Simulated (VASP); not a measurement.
Output of a VASP run:

**OSZICAR**
```
       N       E                     dE             d eps       ncg     rms          rms(c)
DAV:   1     0.731716866838E+02    0.73172E+02   -0.72218E+03  2664   0.108E+03
DAV:   2    -0.105535347638E+02   -0.83725E+02   -0.80860E+02  2856   0.302E+02
DAV:   3    -0.115823845375E+02   -0.10288E+01   -0.10217E+01  3067   0.334E+01
DAV:   4    -0.115848633856E+02   -0.24788E-02   -0.24786E-02  2873   0.193E+00
DAV:   5    -0.115848748431E+02   -0.11457E-04   -0.11457E-04  3080   0.127E-01    0.147E+01
DAV:   6    -0.110138070957E+02    0.57107E+00   -0.10197E+00  2835   0.122E+01    0.401E+00
DAV:   7    -0.109327464141E+02    0.81061E-01   -0.21085E-01  3066   0.519E+00    0.950E-01
DAV:   8    -0.109283674661E+02    0.43789E-02   -0.42057E-03  2779   0.876E-01    0.224E-01
DAV:   9    -0.109284285473E+02   -0.61081E-04   -0.10430E-04  3147   0.139E-01    0.872E-02
DAV:  10    -0.109284372891E+02   -0.87417E-05   -0.10081E-05  2868   0.405E-02    0.193E-03
DAV:  11    -0.109284374175E+02   -0.12845E-06   -0.39665E-08  1655   0.271E-03
   1 F= -.10928437E+02 E0= -.10928258E+02  d E =-.537564E-03
```

File OUTCAR:
```
------------------------ aborting loop because EDIFF is reached ----------------------------------------
  FORCE on cell =-STRESS in cart. coord.  units (eV):
  Direction    XX          YY          ZZ          XY          YZ          ZX
  --------------------------------------------------------------------------------------
  Total        0.2549071      0.2549071      0.2549071     -0.0000000     -0.0000000      0.0000000
  in kB       26.1330907     26.1330907     26.1330907     -0.0000000     -0.0000000      0.0000000
  external PRESSURE =      26.1330907 kB  Pullay stress =       0.0000000 kB
  volume of cell :       15.63
      direct lattice vectors                 reciprocal lattice vectors
    -1.575000000  1.575000000  1.575000000     0.000000000  0.317460317  0.317460317
     1.575000000 -1.575000000  1.575000000     0.317460317  0.000000000  0.317460317
     1.575000000  1.575000000 -1.575000000     0.317460317  0.317460317  0.000000000
 POSITION                                       TOTAL-FORCE (eV/Angst)
 -----------------------------------------------------------------------------------
      0.00000      0.00000      0.00000         0.000000      0.000000      0.000000
 -----------------------------------------------------------------------------------
    total drift:                                0.000000      0.000000      0.000000
  FREE ENERGIE OF THE ION-ELECTRON SYSTEM (eV)
  ---------------------------------------------------
  free  energy   TOTEN  =       -10.9284374175 eV

  energy  without entropy=      -10.9278998535  energy(sigma->0) =      -10.92825823
```
(Selected blocks of OUTCAR.)

POSCAR:
```
Mo
1
   -1.5750000000     1.5750000000     1.5750000000
    1.5750000000    -1.5750000000     1.5750000000
    1.5750000000     1.5750000000    -1.5750000000
Mo
1
Direct
  0.0000000000   0.0000000000   0.0000000000
```

Q: Reconstruct the remaining input files.

A: One answer among several that fit: the input of the run itself, PBE GGA, plane waves, VASP's PBE PAW potentials (set 64).

KPOINTS:
```
Automatic mesh
0
Gamma
  15 15 15
0 0 0
```

**INCAR**
```
! general
SYSTEM   =  Mo
PREC     =  Accurate
ENCUT    =  400
LREAL    =  .FALSE.   ! projection in real space or not
LASPH    =  .TRUE.   ! aspherical one-centre terms

! electronic loop
EDIFF    =  1E-6
NELM     =  100   ! most electronic steps
ALGO     =  Normal   ! blocked Davidson
LMAXMIX  =  4

! smearing
ISMEAR   =  1
SIGMA    =  0.1

! functional
GGA      =  PE

! ions
ISIF     =  2   ! forces and stress, cell fixed

! output
LWAVE    =  .FALSE.
LCHARG   =  .FALSE.
```

POTCAR, in this order: Mo_sv (PBE.64 set). Program: vasp_std.

The compound is Mo in the bcc structure. The cell was not relaxed at this level.
